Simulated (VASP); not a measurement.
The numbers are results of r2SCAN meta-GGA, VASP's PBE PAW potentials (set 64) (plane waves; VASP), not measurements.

A VASP calculation is set up with these files.

File KPOINTS:
```
Automatic mesh
0
Gamma
13 13 8
0 0 0
```

### KPOINTS_OPT
```
k-points along high-symmetry lines
6
Line-mode
Reciprocal
  0.000000   0.000000   0.000000 ! GAMMA
  0.000000   0.500000   0.000000 ! M

  0.000000   0.500000   0.000000 ! M
 -0.333333   0.666667   0.000000 ! K

 -0.333333   0.666667   0.000000 ! K
  0.000000   0.000000   0.000000 ! GAMMA

  0.000000   0.000000   0.000000 ! GAMMA
  0.000000   0.000000   0.500000 ! A

  0.000000   0.000000   0.500000 ! A
  0.000000   0.500000   0.500000 ! L

  0.000000   0.500000   0.500000 ! L
 -0.333333   0.666667   0.500000 ! H

 -0.333333   0.666667   0.500000 ! H
  0.000000   0.000000   0.500000 ! A

  0.000000   0.500000   0.500000 ! L
  0.000000   0.500000   0.000000 ! M

 -0.333333   0.666667   0.500000 ! H
 -0.333333   0.666667   0.000000 ! K
```

### INCAR
```
! general
SYSTEM  = Er
PREC    = Accurate
ENCUT   = 520
LREAL   = .False.
LASPH   = .True.

! electronic loop
EDIFF   = 1E-7
NELM    = 100
ALGO    = Normal
LMAXMIX = 6
LMIXTAU = .True.

! smearing
ISMEAR  = -5

! functional
METAGGA = R2SCAN

! ions
ISIF    = 2

! output
LWAVE   = .False.
LCHARG  = .False.
LORBIT  = 11
NEDOS   = 601
```

### POSCAR
```
Er
5.5374810
  0.3233122531  -0.5599931688   0.0000000000
  0.3233122531   0.5599931688   0.0000000000
  0.0000000000   0.0000000000   1.0000000764
Er
2
Cartesian
  0.3233122531   0.1866647629   0.2500000191
  0.3233122531  -0.1866647629   0.7500000573
```

POTCAR, in this order: Er_3 (PBE.64 set). Program: vasp_std.

The run wrote:

OSZICAR:
```
       N       E                     dE             d eps       ncg     rms          rms(c)
DAV:   1    -0.608843034710E+01   -0.60884E+01   -0.88912E+03  4300   0.141E+03
DAV:   2    -0.669012094432E+02   -0.60813E+02   -0.59531E+02  4585   0.590E+02
DAV:   3    -0.695840945362E+02   -0.26829E+01   -0.25575E+01  4952   0.676E+01
DAV:   4    -0.697045390072E+02   -0.12044E+00   -0.11037E+00  5010   0.105E+01
DAV:   5    -0.697108956026E+02   -0.63566E-02   -0.63227E-02  4753   0.221E+00    0.292E+01
DAV:   6    -0.680748002504E+02    0.16361E+01   -0.36070E-01  4470   0.119E+01    0.159E+01
DAV:   7    -0.666042330921E+02    0.14706E+01   -0.53742E-01  4970   0.124E+01    0.121E+00
DAV:   8    -0.679825095310E+02   -0.13783E+01   -0.52694E-01  5220   0.924E+00    0.313E+00
DAV:   9    -0.678594765005E+02    0.12303E+00   -0.55112E-02  4419   0.333E+00    0.854E-01
DAV:  10    -0.678169336857E+02    0.42543E-01   -0.19731E-03  4520   0.658E-01    0.999E-01
DAV:  11    -0.678076568222E+02    0.92769E-02   -0.79347E-03  3488   0.125E+00    0.643E-01
DAV:  12    -0.678052908259E+02    0.23660E-02   -0.93163E-02  3857   0.362E+00    0.433E-01
DAV:  13    -0.678112843233E+02   -0.59935E-02   -0.35033E-03  4374   0.842E-01    0.287E-01
DAV:  14    -0.678117447208E+02   -0.46040E-03   -0.82381E-05  4791   0.160E-01    0.293E-01
DAV:  15    -0.678138940779E+02   -0.21494E-02   -0.82774E-04  3555   0.323E-01    0.208E-01
DAV:  16    -0.678144207546E+02   -0.52668E-03   -0.46182E-04  4131   0.278E-01    0.105E-01
DAV:  17    -0.678143284514E+02    0.92303E-04   -0.76883E-05  4537   0.112E-01    0.925E-02
DAV:  18    -0.678142708530E+02    0.57598E-04   -0.20207E-05  4371   0.614E-02    0.974E-02
DAV:  19    -0.678142379641E+02    0.32889E-04   -0.17268E-05  4617   0.589E-02    0.313E-02
DAV:  20    -0.678142584618E+02   -0.20498E-04   -0.35308E-05  5044   0.784E-02    0.513E-02
DAV:  21    -0.678142518862E+02    0.65756E-05   -0.18360E-06  4479   0.200E-02    0.228E-02
DAV:  22    -0.678142580934E+02   -0.62072E-05   -0.14569E-06  4687   0.164E-02    0.305E-03
DAV:  23    -0.678142509611E+02    0.71324E-05   -0.11719E-06  3435   0.101E-02    0.197E-03
DAV:  24    -0.678142559717E+02   -0.50106E-05   -0.75406E-08  1845   0.609E-03    0.192E-03
DAV:  25    -0.678142522368E+02    0.37349E-05   -0.48062E-08  1825   0.906E-03    0.205E-03
DAV:  26    -0.678142533217E+02   -0.10849E-05   -0.34087E-08  1755   0.615E-03    0.109E-03
DAV:  27    -0.678142541398E+02   -0.81808E-06   -0.21882E-08  1755   0.624E-03    0.436E-04
DAV:  28    -0.678142536730E+02    0.46672E-06   -0.38209E-08  1755   0.502E-03    0.406E-04
DAV:  29    -0.678142545427E+02   -0.86967E-06   -0.17957E-08  1755   0.653E-03    0.306E-04
DAV:  30    -0.678142543544E+02    0.18835E-06   -0.13570E-08  1755   0.286E-03    0.325E-04
DAV:  31    -0.678142542397E+02    0.11462E-06   -0.81618E-09  1740   0.451E-03    0.267E-04
DAV:  32    -0.678142542680E+02   -0.28297E-07   -0.56554E-09  1710   0.214E-03
   1 F= -.67814254E+02 E0= -.67814254E+02  d E =0.000000E+00
       N       E                     dE             ncg
```

### OUTCAR
```
------------------------ aborting loop because EDIFF is reached ----------------------------------------
  FORCE on cell =-STRESS in cart. coord.  units (eV):
  Direction    XX          YY          ZZ          XY          YZ          ZX
  --------------------------------------------------------------------------------------
  Total        0.0803179      0.0803178      0.0140434      0.0000000      0.0000000     -0.0000000
  in kB        2.0929126      2.0929120      0.3659405      0.0000000      0.0000000     -0.0000000
  external PRESSURE =       1.5172550 kB  Pullay stress =       0.0000000 kB
  volume of cell :       61.49
      direct lattice vectors                 reciprocal lattice vectors
     1.790335459 -3.100951532  0.000000000     0.279277270 -0.161240830  0.000000000
     1.790335459  3.100951532  0.000000000     0.279277270  0.161240830  0.000000000
     0.000000000  0.000000000  5.537481423     0.000000000  0.000000000  0.180587513
 POSITION                                       TOTAL-FORCE (eV/Angst)
 -----------------------------------------------------------------------------------
      1.79034      1.03365      1.38437        -0.000000      0.000000      0.000000
      1.79034     -1.03365      4.15311         0.000000     -0.000000      0.000000
 -----------------------------------------------------------------------------------
    total drift:                                0.000000      0.000090     -0.000011
  FREE ENERGIE OF THE ION-ELECTRON SYSTEM (eV)
  ---------------------------------------------------
  free  energy   TOTEN  =       -67.8142542680 eV

  energy  without entropy=      -67.8142542680  energy(sigma->0) =      -67.81425427

 total charge

# of ion       s       p       d       tot
------------------------------------------
    1        0.512   6.575   1.085   8.172
    2        0.512   6.575   1.085   8.172
--------------------------------------------------
tot          1.024  13.150   2.170  16.343
```
(Selected blocks of OUTCAR.)

The 4f electrons are frozen in the core of the lanthanide potential, so 4f levels, which can set the real gap, and their magnetism are missing. For a metal the tetrahedron method with Blöchl corrections gives inexact stress and forces.

The compound is Er in the hcp structure. It was relaxed first.
